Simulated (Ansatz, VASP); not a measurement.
# TaN: VASP beside Ansatz

One calculation is typed for both programs; each brings its own data sets. How far apart do they land? The cell is taken from a series of runs on this material, whose earlier steps may have relaxed, scaled, displaced or heated it; both programs get it as it stands.

Method: plane waves, with VASP 6.6.1 beside it; zone-centre phonons at LDA, in Ansatz 0.2.0.

### 1. The starting structure

It takes space group P-62m (No. 189, hexagonal). The conventional cell has a = 5.129 Å, b = 5.129 Å, c = 2.868 Å, α = 90.00°, β = 90.00°, γ = 120.00°. Nearest to N lie 5 Ta at 2.02 to 2.13 Å. Nearest to Ta lie 6 N at 2.13 Å. Nearest to Ta lie 3 N at 2.02 Å. Farther neighbours and most contacts between anions are not listed.

### 2. Ansatz: zone-centre phonons, LDA

Ansatz runs on its PAW soft_1 files.

Second derivatives magnify differences that forces hide, and they need a tight electronic threshold.

input.yaml reads:

```yaml
crystal:
  lattice:
    - [5.1291468115, 0.0, 0.0]
    - [-2.5645734057, 4.4419714385, 0.0]
    - [0.0, 0.0, 2.86787396]
  atoms:
    - { symbol: "N", position: [0.3939437417, 0.0, 0.0] }
    - { symbol: "N", position: [0.6060562583, 0.6060562583, 0.0] }
    - { symbol: "N", position: [0.0, 0.3939437417, 0.0] }
    - { symbol: Ta, position: [0.3333333333, 0.6666666667, 0.5] }
    - { symbol: Ta, position: [0.6666666667, 0.3333333333, 0.5] }
    - { symbol: Ta, position: [0.0, 0.0, 0.0] }
kpoints:
  mp_grid: { grid: [9, 9, 12] }
hamiltonian:
  xc: lda
  pseudopotentials: { kind: paw, azcp: { folder: soft_1 }, xc_functional: pbe }
scf:
  occupations: { method: methfessel_paxton, width: 0.2 }
output:
  eigenvalues: true
phonons:
  method: dfpt
```

Command:

```console
ansatz run input.yaml --threads 4 --pin off --max-ram 16384MiB --backend cpu --events-out ev --progress --plain --runs-dir out
```

Numbers of over 12 decimals in the logs are rounded to 6 here.

What it wrote:

```text
zone centre: on kpoints.mp_grid the ground state, and the responses unless they are solved on pairs of k-points, stand on 287 of the mesh's 972 k-points, reduced under 2 symmetry operations, with k and −k counted as one. Each operation leaves every solved displacement unchanged or reverses it
Engine: ansatz 0.2.0, aarch64-unknown-linux-gnu
Pseudopotentials: kind: paw
Pseudopotential: N, paw, valence charge 5, recommended cutoff 420 eV (normal), soft_1/N.paw.azcp
Pseudopotential: Ta, paw, valence charge 13, recommended cutoff 420 eV (normal), soft_1/Ta.paw.azcp
Functional definition: SPW92
  exchange = slater_x
  correlation = pw_c
Crystal: 6 atoms, lattice volume = 65.340 Å³
Basis set: ecut = 420 eV, 1287 PW (Γ), exchange–correlation on 72×72×40 points (8 copies of the dense FFT grid, shifted against one another)
Bands: 33, of which v1, the nominal top of the filled ones, is band 27 counted from 1 (26 counted from 0)
Symmetry: 12 space group operations
k-points: 287 of 972 (irreducible under 2 space group operations, time reversal used)
Non-local potential: N, projectors of the file, l = 0: 2, l = 1: 2, l = 2: 1
Non-local potential: Ta, projectors of the file, l = 0: 3, l = 1: 2, l = 2: 2, l = 3: 1
PAW form: soft (Blöchl's): semilocal exchange-correlation on the pseudo side does not see the compensation charge
PAW frozen core: N, regenerated for the run's functional, and the local potential with it (the file was generated under x = pbe(κ = 0.804, μ = 0.219515), c = pbe(β = 0.066725))
PAW frozen core: Ta, regenerated for the run's functional, and the local potential with it (the file was generated under x = pbe(κ = 0.804, μ = 0.219515), c = pbe(β = 0.066725))
PAW one-centre angular grid: N, 110 points (default); XC on 64 Gauss nodes
PAW one-centre angular grid: Ta, 590 points (default); XC on 64 Gauss nodes
Initial density: superposition of atomic densities (chi_scale 0.1, normalization cell, long waves kept (reshape's long-wave potential 0.01 eV rms))
Initial wavefunctions: pseudopotential atomic-orbital guess
Functional: x = slater, c = lda
SCF iter   1: F=—  HF=-30180.962882 eV  |F-HF|=—  |Δ(HF+E_count)|=         —  Δρ=6.93e-2  dr2=3.77e0  ethr=3.10e-3  ⟨swp⟩=4.7  Hψ=36910  notcnv=0
preconditioner: auto → Resta (q_TF=auto, 2.643 Å⁻¹)  ε∞=7.2  [insulator: Δε(μ)=0.129 eV  Ē_g=10.122 eV  σ=0.200 eV  W_gap=0.51  n_scr=26 (ndim 8)  ℏωp=25.2 eV  f_vac=0.000  D(μ)=0.19/eV (n_scr^D=0)  ε∞_Penn≈7.2]
SCF iter   2: F=—  HF=-30180.168053 eV  |F-HF|=—  |Δ(HF+E_count)|=   7.95e-1  S|Δr|=    0.00e0  Δρ=3.06e-2  dr2=2.96e-1  ethr=3.10e-3  ⟨swp⟩=2.0  Hψ=17126  notcnv=0  defer=343
preconditioner: auto → Kerker (q_TF=auto, 2.643 Å⁻¹)  [metal: Δε(μ)=0.029 eV  Ē_g=9.761 eV  σ=0.200 eV  W_gap=0.12  n_scr=26 (ndim 8)  ℏωp=25.2 eV  f_vac=0.000  D(μ)=0.45/eV (n_scr^D=0)]
SCF iter   3: F=—  HF=-30180.125611 eV  |F-HF|=—  |Δ(HF+E_count)|=   4.24e-2  S|Δr|=    0.00e0  Δρ=1.51e-2  dr2=8.03e-2  ethr=5.49e-4  ⟨swp⟩=1.0  Hψ=9128  notcnv=0  defer=343
SCF iter   4: F=—  HF=-30180.110493 eV  |F-HF|=—  |Δ(HF+E_count)|=   1.51e-2  S|Δr|=    0.00e0  Δρ=1.96e-3  dr2=2.55e-3  ethr=1.49e-4  ⟨swp⟩=2.5  Hψ=13723  notcnv=0  defer=343
SCF iter   5: F=—  HF=-30180.109965 eV  |F-HF|=—  |Δ(HF+E_count)|=   5.27e-4  S|Δr|=    0.00e0  Δρ=7.04e-4  dr2=3.21e-4  ethr=4.72e-6  ⟨swp⟩=2.2  Hψ=13033  notcnv=0  defer=333
SCF iter   6: F=—  HF=-30180.109880 eV  |F-HF|=—  |Δ(HF+E_count)|=   8.48e-5  S|Δr|=    0.00e0  Δρ=1.20e-4  dr2=1.13e-5  ethr=5.95e-7  ⟨swp⟩=2.0  Hψ=13204  notcnv=0  defer=333
SCF iter   7: F=—  HF=-30180.109875 eV  |F-HF|=—  |Δ(HF+E_count)|=   5.39e-6  S|Δr|=    0.00e0  Δρ=2.13e-5  dr2=2.91e-7  ethr=2.09e-8  ⟨swp⟩=2.0  Hψ=13409  notcnv=0  defer=333
SCF iter   8: F=—  HF=-30180.109880 eV  |F-HF|=—  |Δ(HF+E_count)|=   5.39e-6  S|Δr|=    0.00e0  Δρ=4.04e-6  dr2=1.18e-8  ethr=5.39e-10  ⟨swp⟩=2.0  Hψ=12963  notcnv=0  defer=333
SCF iter   9: F=—  HF=-30180.109880 eV  |F-HF|=—  |Δ(HF+E_count)|=   2.14e-9  S|Δr|=    0.00e0  Δρ=6.64e-7  dr2=2.62e-10  ethr=2.18e-11  ⟨swp⟩=2.0  Hψ=13231  notcnv=0  defer=333
SCF iter  10: F=-30180.109880 eV  HF=-30180.109880 eV  |F-HF|=3.64e-12  |Δ(HF+E_count)|=  7.28e-12  S|Δr|=    0.00e0  Δρ=9.87e-8  dr2=3.19e-12  ethr=1.00e-12  ⟨swp⟩=9.4  Hψ=53962  notcnv=0
SCF 1 converged in 10 iterations: F = -30180.109880 eV  dr2 = 3.19e-12
  greatest PAW one-centre occupation: 0.999 electrons in one spin orbital (limit 2), on the Ta atom at site 4 (counted from 0), in its partial waves of l = 0
DFPT response loops at Γ: preconditioner auto → Kerker (q_TF=auto, 2.643 Å⁻¹) (partly filled bands, converged f_vac=0.000); β = 1.00, the filter's whole step (`scf.mixing.beta` (0.50) is not read by the response loops under this deck's `scf.mixing.preconditioner`; to damp them name `kerker` or `kerker_dos`, under which they read `scf.mixing.beta`, and type it under 1.00, their step now; both keys bind the ground state too); Broyden in place of MSR1
SCF converged after 10 iterations
Stability not checked: this state was not tested for a lower state beside it, because cold or Methfessel-Paxton smearing, or corrected tetrahedra, fill the levels in a way that the test cannot read (fill_not_monotonic; see scf.lower_state_search)
Free energy (F): -30180.109880 eV
Harris-Foulkes:  -30180.109880 eV  (|F-HF|=3.64e-12)
Internal energy: -30180.113015 eV  (E = F + TS)
E sigma→0 (E₀):  -30180.110664 eV
Entropy (-TS):   0.003135 eV (0.522 meV/atom)
Fermi energy:    20.257555 eV
Step filling:    the computed levels leave a gap of 0.0848 eV = 0.4 smearing widths at the electron count; against every level under it full and every level over it empty, smearing changes F+E_penalty+E_count by +1.483 meV and its σ→0 estimate by +0.699 meV
--- Per-component energies (eV) ---
  E_band       = -195.479136
  E_kinetic    = 1578.083934
  E_local      = -1927.089075  (includes V_loc(G=0)·N_el)
  E_nonlocal   = 92.416045
  E_hartree    = 691.160273
  E_xc         = -1137.061837
  E_vxc        = -933.474945  (∫ρ·V_xc dr)
  E_paw        = -24531.163610  (= ΣΔE_a)
  E_vpaw       = -387.738493  (= ΣTr[D̂ρ^β])
  E_aug_tail   = 0.002852  (compensation charges beyond the density's cutoff)
  E_ewald      = -4947.478721
  E_core_change = 1.017123  (= ΣΔE_core)
  E_smearing   = 0.003135  (= −TS)
  E_closure    = 0.000000  (closes the sum)
  Σ components = -30180.109880   (vs F -30180.109880, Δ=0.00e0)
--- Band table (eV; the first three rows and the last of 287) ---
  k-point 0: bands = [... 23 lower, 15.8029, 16.7858, 18.1629, 19.1732, 19.1732, 20.7362, 20.7362, 22.0620, ... 2 higher]
  k-point 1: bands = [... 23 lower, 15.4141, 17.0237, 18.5267, 18.8220, 18.8220, 21.1838, 21.1838, 22.1816, ... 2 higher]
  k-point 2: bands = [... 23 lower, 14.7648, 17.7812, 18.4103, 18.4103, 19.3743, 21.6360, 21.6360, 22.2168, ... 2 higher]
  k-point 286: bands = [... 23 lower, 16.0178, 16.8324, 18.0128, 19.0751, 21.3261, 21.8322, 23.0909, 23.1121, ... 2 higher]
--- Phonons (Γ-DFPT): 7 representative perturbations + reference, on 287 of 972 k-points (Σ response iterations 22) ---
  k mesh reduced under 2 symmetry operations, with k and −k counted as one. Each operation leaves every solved displacement unchanged or reverses it
  ASR residual: 3.558e-5 → 0.000e0 eV/Å²; symmetrization residual: 3.619e-6 eV/Å²
  ASR residual per site (eV/Å²): 3.56e-5 3.47e-5 3.47e-5 3.06e-5 3.06e-5 3.30e-5
  Γ frequencies (cm⁻¹): 0.00 0.00 0.00 151.92 195.25 195.25 197.62 239.12 239.12 602.56 602.56 621.27 629.00 629.00 638.17 673.99 673.99 732.30
  non-analytic LO–TO correction: not included (Born effective charges unavailable; polar crystals: no LO–TO splitting at Γ)
```

[end of part 1 of 3]

[Lines on the potential files, build, host, timing and source positions are cut from VASP's logs without a mark.]

[Logs are printed without paths, hosts, clocks, repeated set-up lines and the standing remarks that a program may print on its own settings, such as how far it seeks lower states.]

[Hosts, paths, dates, database ids (printed as entryN), source tags and the programs' standing remarks are cut or masked in the printed files.]
